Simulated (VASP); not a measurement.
Computed with r2SCAN meta-GGA, VASP's PBE PAW potentials (set 64) (plane waves; VASP).

The input files of a VASP run:

File KPOINTS:
```
Automatic
0
G
 5 5 5
0 0 0
```

**INCAR**
```
ALGO=Normal
ISMEAR=1   # Methfessel-Paxton
NSW=60   # most ionic steps
NELM=100   # most electronic steps
LMIXTAU=.TRUE.
ENCUT=400   # plane-wave cut-off (eV)
METAGGA=R2SCAN
LREAL=.FALSE.   # projection in real space or not
EDIFFG=-0.02   # ionic stop
IBRION=2   # conjugate gradients
SYSTEM=Nb3Sn
LCHARG=.FALSE.
LMAXMIX=4
SIGMA=0.1
LASPH=.TRUE.   # aspherical one-centre terms
ISIF=3
EDIFF=1E-6
PREC=Accurate
LWAVE=.FALSE.
```

### POSCAR
```
Nb3Sn
1.0
  5.2999975420   0.0000000000   0.0000000000
  0.0000000000   5.2999975420   0.0000000000
  0.0000000000   0.0000000000   5.2999975420
Nb Sn
6 2
Cartesian
  1.3249993855   0.0000000000   2.6499987710
  2.6499987710   1.3249993855   0.0000000000
  2.6499987710   3.9749981565   0.0000000000
  3.9749981565   0.0000000000   2.6499987710
  0.0000000000   2.6499987710   3.9749981565
  0.0000000000   2.6499987710   1.3249993855
  2.6499987710   2.6499987710   2.6499987710
  0.0000000000   0.0000000000   0.0000000000
```

POTCAR, in this order: Nb_sv Sn_d (PBE.64 set). Program: vasp_std.

Unless said otherwise, spin-orbit coupling is left out, though it shifts the bands of the heavy elements here.

Task: What does the run give for the energy per atom (σ→0), band gap (on the k-mesh)?

Result: 
The energy per atom (σ→0) is -25.040 eV/atom and the band gap (on the k-mesh) comes out as none (metal, semimetal or under 0.01 eV).

File OSZICAR:
```
...
DAV:  19    -0.200325057932E+03   -0.27123E-04   -0.21562E-04  1856   0.672E-02    0.789E-02
DAV:  20    -0.200325082825E+03   -0.24893E-04   -0.34928E-05  1728   0.248E-02    0.891E-02
DAV:  21    -0.200325044454E+03    0.38372E-04   -0.29054E-04  1616   0.770E-02    0.373E-02
DAV:  22    -0.200325043701E+03    0.75302E-06   -0.51242E-05  1736   0.289E-02    0.217E-02
DAV:  23    -0.200325041310E+03    0.23907E-05   -0.31614E-06  1224   0.949E-03    0.170E-02
DAV:  24    -0.200325043166E+03   -0.18561E-05   -0.21974E-06  1072   0.839E-03    0.108E-02
DAV:  25    -0.200325042673E+03    0.49337E-06   -0.76618E-07   840   0.582E-03
   1 F= -.20032504E+03 E0= -.20031944E+03  d E =-.200325E+03
```

The compound is Nb3Sn in the A15 structure. It was relaxed first. The start is the result of an earlier pass.
